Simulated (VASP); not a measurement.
```
CELL_PARAMETERS angstrom
      3.65787     0.00000     0.00000
      0.00000     4.15524     0.00000
      0.00000     0.00000    10.31569
ATOMIC_POSITIONS crystal
  Ge 0.25000 0.38206 0.37996
  Ge 0.25000 0.11794 0.87996
  Ge 0.75000 0.61794 0.62004
  Ge 0.75000 0.88206 0.12004
  S  0.25000 0.49747 0.14810
  S  0.25000 0.00253 0.64810
  S  0.75000 0.50253 0.85190
  S  0.75000 0.99747 0.35190
```

Calculation: PBEsol GGA, VASP's PBE PAW potentials (set 64) (plane waves; VASP 6.6.1). Settings: 400 eV cut-off, 14×12×5 Γ-centred mesh, Gaussian smearing of 0.010 eV, potentials Ge_d S.

Q: Give the direction-averaged independent-particle dielectric function (no local fields, no excitons; a broadening of 0.1 eV leaves a tail below the gap, and fine structure carries the noise of the k-mesh).

A: 
| ħω (eV) | ε₁ | ε₂ |
|---|---|---|
| 0.00 | 17.44 | 0.00 |
| 0.20 | 17.53 | 0.09 |
| 0.40 | 17.80 | 0.19 |
| 0.60 | 18.28 | 0.31 |
| 0.90 | 19.61 | 0.65 |
| 1.10 | 21.23 | 1.26 |
| 1.30 | 23.20 | 3.39 |
| 1.50 | 23.38 | 6.15 |
| 1.80 | 23.52 | 10.57 |
| 2.00 | 22.79 | 12.53 |
| 2.20 | 21.54 | 16.70 |
| 2.40 | 18.27 | 18.67 |
| 2.70 | 13.54 | 18.53 |
| 2.90 | 12.21 | 18.95 |
| 3.10 | 9.94 | 19.58 |
| 3.30 | 8.13 | 18.72 |
| 3.60 | 7.57 | 19.86 |
| 3.80 | 6.07 | 20.72 |
| 4.00 | 2.35 | 21.59 |
| 4.20 | -1.06 | 19.48 |
| 4.50 | -2.53 | 16.65 |
| 4.70 | -4.03 | 15.75 |
| 4.90 | -4.85 | 13.13 |
| 5.10 | -4.38 | 11.42 |
| 5.40 | -3.83 | 10.77 |
| 5.60 | -4.11 | 10.41 |
| 5.80 | -4.74 | 10.00 |
| 6.00 | -5.27 | 8.77 |
| 6.30 | -5.40 | 7.13 |
| 6.50 | -5.20 | 6.23 |
| 6.70 | -4.75 | 5.28 |
| 7.00 | -4.03 | 4.76 |
ε₂ peaks at 4.0 eV (height 21.6); ε₁(0) averages 17.44, so the electronic refractive index below the gap tends to √17.44 = 4.18.

The compound is GeS in the sg62 structure. It was relaxed first.
